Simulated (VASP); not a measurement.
# C: a series in uniaxial stress along [111], part 2 of 2

Strain engineering needs slopes: what does uniaxial stress along [111] do to the lattice and the band edges of C?

VASP 6.6.1, plane waves and PAW; the level of theory is named at each step.

So far. Step 5 (Band edges, r2SCAN with spin-orbit coupling): The run ends at a pressure of 3.49 GPa, with forces up to 0.012 eV/Å.

## 6. The table

Runs beyond LDA use the data sets made with LDA; this shifts their levels slightly, and their total energies have another zero (at TB-mBJ, which has no energy functional, they mean nothing).

The other members went through these steps as far as the tables show, with the same cutoff and, step by step, the same mesh; 43 runs are not shown. The session took 2.5 core hours (wall time by ranks) on a shared machine.

```
strain along the axis (%)  strain across the axis (%)  stress along the axis, tension positive (GPa)  energy above the unstrained row (meV/atom)  gap on the mesh, LDA (eV)
                   -2.000                       0.122                                        -26.505                                       9.508                      4.123
                   -1.500                       0.090                                        -19.631                                       5.390                      4.141
                   -1.000                       0.059                                        -12.913                                       2.449                      4.153
                   -0.500                       0.030                                         -6.380                                       0.660                      4.162
                        0                       0.004                                         -0.033                                       0.000                      4.166
                    0.500                      -0.024                                          6.124                                       0.382                      4.147
                    1.000                      -0.049                                         12.106                                       1.812                      4.128
                    1.500                      -0.074                                         17.893                                       4.265                      4.107
                    2.000                      -0.098                                         23.487                                       7.706                      4.085
```

Slopes at zero strain, from cubics through all rows: strain ratio -0.054, stress over strain 1251 GPa.

Band edges at TB-mBJ with spin-orbit coupling, counted from the valence-band top at Γ, spin-orbit pairs averaged, with one row partly withheld:

```
strain along the axis (%)  gap (eV)  conduction band at Γ (eV)  Δ or X valley along z (eV)  Δ or X valley along x (eV)  lowest conduction level at L, [111] (eV)  lowest conduction level at L, [-111] (eV)  second valence level below the top (eV)  third valence level below the top (eV)
                   -2.000     4.934                      6.483                       4.931                       4.931                                     9.352                                      9.498                                    0.104                                   0.112
                   -1.500     4.956                      6.538                       4.954                       4.954                                     9.445                                      9.529                                    0.071                                   0.080
                   -1.000     4.971                      6.591                       4.970                       4.970                                     9.534                                      9.559                                    0.044                                   0.053
                   -0.500     4.983                      6.642                       4.982                       4.982                                     9.585                                      9.590                                    0.020                                   0.029
                        0     4.988                      6.687                       4.987                       4.987                                     9.615                                      9.615                                    0.000                                   0.012
                    0.500     4.971                      6.576                       4.969                       4.969                                         ?                                      9.492                                    0.006                                   0.029
                    1.000     4.955                      6.453                       4.953                       4.953                                     9.634                                      9.335                                    0.007                                   0.042
                    1.500     4.936                      6.327                       4.935                       4.935                                     9.643                                      9.176                                    0.007                                   0.056
                    2.000     4.918                      6.199                       4.916                       4.916                                     9.651                                      9.018                                    0.007                                   0.067
```

Band edges at r2SCAN with spin-orbit coupling, counted from the valence-band top at Γ, spin-orbit pairs averaged:

```
strain along the axis (%)  gap (eV)  conduction band at Γ (eV)  Δ or X valley along z (eV)  Δ or X valley along x (eV)  lowest conduction level at L, [111] (eV)  lowest conduction level at L, [-111] (eV)  second valence level below the top (eV)  third valence level below the top (eV)
                   -2.000     4.334                      5.691                       4.333                       4.333                                     8.839                                      8.869                                    0.096                                   0.106
                   -1.500     4.353                      5.746                       4.354                       4.354                                     8.880                                      8.897                                    0.066                                   0.076
                   -1.000     4.366                      5.799                       4.367                       4.367                                     8.917                                      8.926                                    0.041                                   0.051
                   -0.500     4.375                      5.851                       4.376                       4.376                                     8.950                                      8.954                                    0.018                                   0.029
                        0     4.377                      5.896                       4.378                       4.378                                     8.978                                      8.979                                    0.000                                   0.013
                    0.500     4.358                      5.784                       4.359                       4.359                                     8.987                                      8.888                                    0.007                                   0.029
                    1.000     4.340                      5.658                       4.341                       4.341                                     8.997                                      8.771                                    0.008                                   0.041
                    1.500     4.320                      5.530                       4.320                       4.320                                     9.005                                      8.639                                    0.008                                   0.055
                    2.000     4.298                      5.399                       4.299                       4.299                                     9.013                                      8.496                                    0.008                                   0.067
```

## 7. A fit to the known rows

The quantity to fit is the splitting of the lowest conduction levels at the L points ([111] less [-111]) at TB-mBJ with spin-orbit coupling: -0.146, -0.084, -0.026, -0.005, 0.000, 0.299, 0.467, 0.634 eV in the rows shown.

A least-squares parabola through the 8 rows shown, with d the strain along the axis less the strain across it, in %: E = 0.04444 d² + 0.1777 d + 0.06422 (eV), r.m.s. residual 0.032 eV.

For the withheld row, d = 0.5242, the fit gives 0.1696 eV.

## 8. The withheld row

The calculation gives 0.1326 eV, so the prediction is 0.0370 eV too high, within twice the residual of the fit.

The rows do not lie on one parabola (a picked bound of 1 % of their span for the r.m.s. residual). Levels that cross, a degenerate level that splits or an edge that moves to another point can do that; which it is was not traced. So the linear term is no slope at zero strain, and none is listed.

## 9. Results

* Poisson ratio: 0.054
* Young's modulus along the axis: 1251 GPa
* gap of the unstrained cell, TB-mBJ with spin-orbit coupling: 4.99 eV
* gap of the unstrained cell, r2SCAN with spin-orbit coupling: 4.38 eV
* error of the predicted row: 37.0 meV

In words: As a check, the curvature of the energy gives 1243 GPa for the same modulus (energy per volume = E/2 × strain²), 1 % from the slope of the stress. The energy also has a linear term worth 0.80 GPa that the stress column lacks, a mark of the finite basis. At TB-mBJ with spin-orbit coupling the lowest conduction valley is Δ or X throughout, and the gap runs between 4.92 and 4.99 eV. At r2SCAN with spin-orbit coupling the lowest conduction valley is Δ or X throughout, and the gap runs between 4.30 and 4.38 eV. Hole masses are left out throughout, since the top bands are degenerate or cross in many series; of conduction masses, those of the Γ, L and (for Si and Ge under (001) strain) Δ valleys are kept where they change by under an eighth between rows. A measured gap of unstrained C is 5.5 eV (arxiv:1902.02958, band gap, experimental literature value, temperature not given); the static gaps here belong to the lattice relaxed at LDA. TB-mBJ is a potential fitted for gaps; it has no energy functional, so its total energies and forces mean nothing, and its bands tend to come out too narrow. r2SCAN opens gaps somewhat over GGA but leaves them below measured values as a rule. Δ or X levels are the lowest on their line, refined by a parabola unless they lie at X; the gap is read from all points sampled and can differ from the lowest valley by some meV, or by tens of meV where strain moves the valence top off Γ. Temperature, zero-point motion and excitons are left out.

[Lines on the potential files, build, host, timing and source positions are cut from VASP's logs without a mark.]

[Logs are printed without paths, hosts, clocks, repeated set-up lines and the standing remarks that a program may print on its own settings, such as how far it seeks lower states.]

[Hosts, paths, dates, database ids (printed as entryN), source tags and the programs' standing remarks are cut or masked in the printed files.]

[In band tables of VASP the shares of atoms and orbitals are scaled to a sum of 1 inside the atoms' spheres.]
